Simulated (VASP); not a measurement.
Output of a VASP run:

### OSZICAR
```
       N       E                     dE             d eps       ncg     rms          rms(c)
DAV:   1     0.502163039205E+02    0.50216E+02   -0.67338E+03  1034   0.117E+03
DAV:   2    -0.121783170860E+02   -0.62395E+02   -0.58543E+02  1435   0.241E+02
DAV:   3    -0.150843836383E+02   -0.29061E+01   -0.28774E+01  1308   0.431E+01
DAV:   4    -0.151235761482E+02   -0.39193E-01   -0.39114E-01  1328   0.484E+00
DAV:   5    -0.151241794061E+02   -0.60326E-03   -0.60317E-03  1389   0.476E-01    0.266E+01
DAV:   6    -0.126969501005E+02    0.24272E+01   -0.22293E+01  1214   0.283E+01    0.250E+01
DAV:   7    -0.124780755282E+02    0.21887E+00   -0.17266E+00  1186   0.845E+00    0.174E+01
DAV:   8    -0.124836143854E+02   -0.55389E-02   -0.17322E-01  1130   0.421E+00    0.674E+00
DAV:   9    -0.124759043331E+02    0.77101E-02   -0.23877E-02  1269   0.126E+00    0.415E-01
DAV:  10    -0.124763030060E+02   -0.39867E-03   -0.11729E-03  1366   0.251E-01    0.470E-01
DAV:  11    -0.124762588317E+02    0.44174E-04   -0.41076E-04  1263   0.126E-01    0.330E-02
DAV:  12    -0.124762601324E+02   -0.13007E-05   -0.11963E-05  1275   0.312E-02    0.279E-02
DAV:  13    -0.124762608728E+02   -0.74045E-06   -0.23060E-06  1261   0.142E-02    0.201E-03
DAV:  14    -0.124762608560E+02    0.16802E-07   -0.85574E-08  1077   0.229E-03
   1 F= -.12476261E+02 E0= -.12476261E+02  d E =0.000000E+00
```

OUTCAR:
```
------------------------ aborting loop because EDIFF is reached ----------------------------------------
  FORCE on cell =-STRESS in cart. coord.  units (eV):
  Direction    XX          YY          ZZ          XY          YZ          ZX
  --------------------------------------------------------------------------------------
  Total       -0.0005910     -0.0005910     -0.0005910     -0.0000000      0.0000000     -0.0000000
  in kB       -0.0308322     -0.0308322     -0.0308322     -0.0000000      0.0000000     -0.0000000
  external PRESSURE =      -0.0308322 kB  Pullay stress =       0.0000000 kB
  volume of cell :       30.71
      direct lattice vectors                 reciprocal lattice vectors
     0.000000000  2.485538124  2.485538124    -0.201163682  0.201163682  0.201163682
     2.485538124  0.000000000  2.485538124     0.201163682 -0.201163682  0.201163682
     2.485538124  2.485538124  0.000000000     0.201163682  0.201163682 -0.201163682
 POSITION                                       TOTAL-FORCE (eV/Angst)
 -----------------------------------------------------------------------------------
      0.00000      0.00000      0.00000        -0.000000      0.000000     -0.000000
      2.48554      2.48554      2.48554         0.000000     -0.000000      0.000000
 -----------------------------------------------------------------------------------
    total drift:                                0.000000      0.000000      0.000000
  FREE ENERGIE OF THE ION-ELECTRON SYSTEM (eV)
  ---------------------------------------------------
  free  energy   TOTEN  =       -12.4762608560 eV

  energy  without entropy=      -12.4762608560  energy(sigma->0) =      -12.47626086

 total charge

# of ion       s       p       d       tot
------------------------------------------
    1        0.253   6.602   1.265   8.120
    2        1.243   2.416   0.000   3.659
--------------------------------------------------
tot          1.497   9.017   1.265  11.779
```
(Selected blocks of OUTCAR.)

**POSCAR**
```
GdN
1
    0.0000000000     2.4855381237     2.4855381237
    2.4855381237     0.0000000000     2.4855381237
    2.4855381237     2.4855381237     0.0000000000
Gd N
1 1
Direct
  0.0000000000   0.0000000000   0.0000000000
  0.5000000000   0.5000000000   0.5000000000
```

Problem. Reconstruct the remaining input files.

Solution. Several could match; the one computed here: the input of the run itself, optB88-vdW, plane waves, VASP's PBE PAW potentials (set 64).

**KPOINTS**
```
Regular mesh
0
gamma
10 10 10
0 0 0
```

### INCAR
```
AGGAC=0.0
ALGO=Normal
EDIFF=1E-7
ENCUT=520
GGA=BO
ISIF=2
ISMEAR=-5
LASPH=T
LCHARG=T
LMAXMIX=6
LORBIT=11
LREAL=F
LUSE_VDW=T
LWAVE=F
NEDOS=601
NELM=100
PARAM1=0.1833333333
PARAM2=0.22
PREC=Accurate
SYSTEM=GdN
```

POTCAR, in this order: Gd_3 N (PBE.64 set). Program: vasp_std.

The 4f electrons are frozen in the core of the lanthanide potential, so 4f levels, which can set the real gap, and their magnetism are missing.

The compound is GdN in the rock salt structure. It was relaxed first.
